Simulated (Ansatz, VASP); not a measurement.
# TaSiO4 in VASP and in Ansatz

```xyz
6
Lattice="3.6661 0.0000 0.0000 -1.8330 3.1749 0.0000 0.0000 0.0000 7.2557" Properties=species:S:1:pos:R:3 pbc="T T T"
Ta    0.0000    0.0000    0.0000
Si    0.0000    0.0000    3.6279
O     0.0000    2.1166    0.0000
O     1.8330    1.0583    0.0000
O     0.0000    0.0000    2.0545
O     0.0000    0.0000    5.2012
```

Alike in both runs: functional PBE; k mesh 12 × 12 × 6; occupations gaussian, width 0.1 eV; no spin polarisation.

Ansatz relaxed the structure, and its values are those at the end. VASP's run is a single point on that final structure, the one shown.

|  | VASP | Ansatz |
| --- | --- | --- |
| version | VASP 6.6.1 | Ansatz 0.2.0 |
| potentials or method | VASP PAW PBE potentials, release 64 (Ta_pv, Si, O) | scalar-relativistic, plane waves, PAW |
| plane-wave cutoff (eV) | 520 | 420 |
| valence electrons in the cell | 39 | 41 |

|  | VASP | Ansatz | Ansatz less VASP |
| --- | --- | --- | --- |
| gap on the k mesh at the Fermi level (eV) | none | none | - |
| pressure (GPa) | 0.4 | 0.0 | -0.40 |
| rms of the force components (eV/Å) | 0.038 | 0.001 | -0.0376 |

A gap of «none» marks a metal or a gap that the smearing closes. The two sets of potentials don't hold the same shells in valence.

Caveats: an odd number of electrons without spin polarisation forces a metal; a magnetic or distorted state may lie lower. Spin-orbit coupling is left out, which matters for the levels of Ta.
